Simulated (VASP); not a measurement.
Input for VASP

KPOINTS:
```
Regular mesh
0
G
 10 10 8
```

POSCAR:
```
ZrB2
3.1446950
  0.4903302228  -0.8715366673   0.0000000000
  0.4903302228   0.8715366673   0.0000000000
  0.0000000000   0.0000000000   1.1084718868
Zr B
1 2
Cartesian
  0.0000000000   0.0000000000   0.0000000000
  0.4903302228   0.2905128035   0.5542359434
  0.5189311847  -0.2905128035   0.5542359434
```

**INCAR**
```
SYSTEM = ZrB2
PREC = Accurate
ENCUT = 520
EDIFF = 1E-6
NELM = 100
ALGO = Normal
LREAL = .FALSE.
LASPH = .TRUE.
ISMEAR = 1
SIGMA = 0.1
GGA = PE
LMAXMIX = 4
LWAVE = .FALSE.
LCHARG = .FALSE.
ISIF = 2
AMIX = 0.2
BMIX = 1.0
IMIX = 4
```

POTCAR, in this order: Zr_sv B (PBE.64 set). Program: vasp_std.

Question: Translate this PBE calculation to Quantum ESPRESSO's pw.x.

Answer: One equivalent input (not run):
```
&CONTROL
  calculation = 'scf'
  pseudo_dir = './pseudo'
  outdir = './out'
  tprnfor = .true.
  tstress = .true.
/
&SYSTEM
  ibrav = 0
  nat = 3
  ntyp = 2
  ecutwfc = 76
  occupations = 'smearing'
  smearing = 'methfessel-paxton'
  degauss = 0.00735
  input_dft = 'pbe'
/
&ELECTRONS
  conv_thr = 7.3e-08
  electron_maxstep = 100
/
ATOMIC_SPECIES
  Zr 91.224 Zr.upf
  B 10.810 B.upf
CELL_PARAMETERS angstrom
     1.5419390   -2.7407170    0.0000000
     1.5419390    2.7407170    0.0000000
     0.0000000    0.0000000    3.4858060
ATOMIC_POSITIONS crystal
  Zr   0.0000000  0.0000000  0.0000000
  B    0.3333330  0.6666670  0.5000000
  B    0.6958320  0.3624980  0.5000000
K_POINTS automatic
  10 10 8 0 0 0
```
Limits of the translation: the potentials are each code's own (VASP's PAW set, PseudoDojo norm-conserving files in pw.x), so ENCUT and ecutwfc are chosen apart and not converted; conv_thr bounds pw.x's estimated SCF error, while EDIFF bounds the energy change between steps.

The compound is ZrB2 in the AlB2 type structure. The cell was not relaxed at this level, atoms are displaced from their ideal sites. The run is one of a series of settings (AMIX = 0.2, BMIX = 1.0, IMIX = 4 against the base run), some of them coarse on purpose.
